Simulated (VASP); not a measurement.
Output of a VASP run:

### OSZICAR
```
...
DAV:   4    -0.314351465340E+02    0.80208E-05   -0.23614E-03  1946   0.364E-01    0.312E-01
DAV:   5    -0.314347993850E+02    0.34715E-03   -0.37161E-04  2666   0.155E-01    0.161E-01
DAV:   6    -0.314347075301E+02    0.91855E-04   -0.26336E-04  2394   0.115E-01    0.661E-02
DAV:   7    -0.314347098070E+02   -0.22769E-05   -0.43826E-05  2109   0.821E-02    0.255E-02
DAV:   8    -0.314347109638E+02   -0.11567E-05   -0.45137E-06  1610   0.174E-02    0.202E-02
DAV:   9    -0.314347119911E+02   -0.10274E-05   -0.18322E-06  1102   0.178E-02    0.866E-03
DAV:  10    -0.314347120706E+02   -0.79465E-07   -0.97757E-07  1016   0.700E-03
   2 F= -.31434712E+02 E0= -.31434884E+02  d E =-.391445E-02
       N       E                     dE             d eps       ncg     rms          rms(c)
DAV:   1    -0.314381651436E+02   -0.34532E-02   -0.97626E-02  2290   0.363E+00    0.361E-01
DAV:   2    -0.314354363989E+02    0.27287E-02   -0.79651E-03  2239   0.114E+00    0.133E-01
DAV:   3    -0.314349583490E+02    0.47805E-03   -0.17546E-03  2448   0.486E-01    0.628E-02
DAV:   4    -0.314349549329E+02    0.34162E-05   -0.82127E-05  1959   0.675E-02    0.557E-02
DAV:   5    -0.314349364389E+02    0.18494E-04   -0.12088E-05  2351   0.270E-02    0.282E-02
DAV:   6    -0.314349264195E+02    0.10019E-04   -0.75447E-06  1706   0.203E-02    0.112E-02
DAV:   7    -0.314349267164E+02   -0.29684E-06   -0.16029E-06  1049   0.169E-02
   3 F= -.31434927E+02 E0= -.31435111E+02  d E =-.412910E-02
       N       E                     dE             d eps       ncg     rms          rms(c)
DAV:   1    -0.314353117474E+02   -0.38533E-03   -0.14465E-01  2090   0.177E+00    0.169E-01
DAV:   2    -0.314356183588E+02   -0.30661E-03   -0.62643E-03  2624   0.555E-01    0.743E-02
DAV:   3    -0.314355429382E+02    0.75421E-04   -0.24038E-04  2304   0.142E-01    0.484E-02
DAV:   4    -0.314355055485E+02    0.37390E-04   -0.70055E-05  2566   0.860E-02    0.166E-02
DAV:   5    -0.314355032837E+02    0.22648E-05   -0.22947E-05  2184   0.389E-02    0.823E-03
DAV:   6    -0.314355030260E+02    0.25770E-06   -0.19979E-06  1185   0.132E-02
   4 F= -.31435503E+02 E0= -.31435659E+02  d E =-.576310E-03
       N       E                     dE             d eps       ncg     rms          rms(c)
DAV:   1    -0.314353855320E+02    0.11775E-03   -0.31575E-01  2084   0.262E+00    0.248E-01
DAV:   2    -0.314360532039E+02   -0.66767E-03   -0.13625E-02  2608   0.819E-01    0.107E-01
DAV:   3    -0.314358974122E+02    0.15579E-03   -0.58958E-04  2296   0.209E-01    0.726E-02
DAV:   4    -0.314358204046E+02    0.77008E-04   -0.14770E-04  2545   0.124E-01    0.258E-02
DAV:   5    -0.314358152215E+02    0.51830E-05   -0.49164E-05  2264   0.545E-02    0.124E-02
DAV:   6    -0.314358148742E+02    0.34730E-06   -0.50171E-06  1642   0.177E-02
   5 F= -.31435815E+02 E0= -.31435927E+02  d E =-.888158E-03
       N       E                     dE             d eps       ncg     rms          rms(c)
DAV:   1    -0.314359537861E+02   -0.13856E-03   -0.12117E-02  2156   0.667E-01    0.573E-02
DAV:   2    -0.314359300618E+02    0.23724E-04   -0.47126E-04  2168   0.188E-01    0.208E-02
DAV:   3    -0.314359203841E+02    0.96777E-05   -0.60589E-05  2338   0.755E-02    0.105E-02
DAV:   4    -0.314359192345E+02    0.11496E-05   -0.58975E-06  1837   0.229E-02    0.668E-03
DAV:   5    -0.314359182476E+02    0.98685E-06   -0.73584E-07  1001   0.860E-03
   6 F= -.31435918E+02 E0= -.31436025E+02  d E =-.103373E-03
```

**OUTCAR**
```
------------------------ aborting loop because EDIFF is reached ----------------------------------------
  FORCE on cell =-STRESS in cart. coord.  units (eV):
  Direction    XX          YY          ZZ          XY          YZ          ZX
  --------------------------------------------------------------------------------------
  Total       -0.0162891     -0.0162891     -0.0162891     -0.0034683      0.0034683      0.0034683
  in kB       -0.0988115     -0.0988115     -0.0988115     -0.0210391      0.0210391      0.0210391
  external PRESSURE =      -0.0988115 kB  Pullay stress =       0.0000000 kB
  volume of cell :      264.12
      direct lattice vectors                 reciprocal lattice vectors
     0.000000000  3.207331399  3.207331399    -0.155859409  0.155926270  0.155859409
     3.207331399  0.000000000  3.207331399     0.155926270 -0.155859409  0.155859409
    12.834831498 12.834831498 -0.005505904     0.038948137  0.038948137 -0.038948137
 POSITION                                       TOTAL-FORCE (eV/Angst)
 -----------------------------------------------------------------------------------
     12.74487     12.74487      0.08446         0.003283      0.003283     -0.003283
      3.17576      3.17576      0.03157         0.001049      0.001049     -0.001049
      9.65216      9.65216      6.38450        -0.003638     -0.003638      0.003638
     12.92472     12.92472      6.31926        -0.000242     -0.000242      0.000242
      1.55063      1.55063      1.65670         0.007365      0.007365     -0.007365
      4.81756      4.81756      1.59710         0.000243      0.000243     -0.000243
      8.08394      8.08394      1.53805        -0.011126     -0.011126      0.011126
     11.22038     11.22038      1.60895         0.003066      0.003066     -0.003066
 -----------------------------------------------------------------------------------
    total drift:                               -0.001306     -0.001306      0.001308
  FREE ENERGIE OF THE ION-ELECTRON SYSTEM (eV)
  ---------------------------------------------------
  free  energy   TOTEN  =       -31.4359182476 eV

  energy  without entropy=      -31.4362390261  energy(sigma->0) =      -31.43602517

 reached required accuracy - stopping structural energy minimisation
```
(Selected blocks of OUTCAR.)

POSCAR:
```
In4AsSb3
1
   -0.0000000000     3.2112705935     3.2112705935
    3.2112705935     0.0000000000     3.2112705935
   12.8889857211    12.8889857211    -0.0439033472
In Sb As
4 3 1
Direct
  0.0150991849   0.0150991849   0.9886756113
  0.0054143633   0.0054143633   0.2459392275
  0.9962111458   0.9962111458   0.5028416407
  0.9847020538   0.9847020538   0.7614734596
  0.2576547791   0.2576547791   0.0567589157
  0.2490922241   0.2490922241   0.3131808319
  0.2397942080   0.2397942080   0.5701543440
  0.2520320410   0.2520320410   0.8109759692
```

Question: Reconstruct the remaining input files.

Answer: Several could match; the one computed here: the input of the run itself, PBEsol GGA, plane waves, VASP's PBE PAW potentials (set 64).

### KPOINTS
```
kpoints
0
Gamma
  8 8 2
```

### INCAR
```
SYSTEM = In4AsSb3
PREC = Accurate
ENCUT = 400
EDIFF = 1E-6
NELM = 100
ALGO = Normal
LREAL = .FALSE.
LASPH = .TRUE.
ISMEAR = 1
SIGMA = 0.1
GGA = PS
LMAXMIX = 4
LWAVE = .FALSE.
LCHARG = .FALSE.
IBRION = 2
ISIF = 3
NSW = 60
EDIFFG = -0.02
```

POTCAR, in this order: In_d Sb As (PBE.64 set). Program: vasp_std.

The structure was generated: In4AsSb3 was put into an ordered model structure (R3m), which need not be its known phase. This run relaxes it. Symmetry was kept, so distortions that lower it aren't found. The start is the result of an earlier pass.
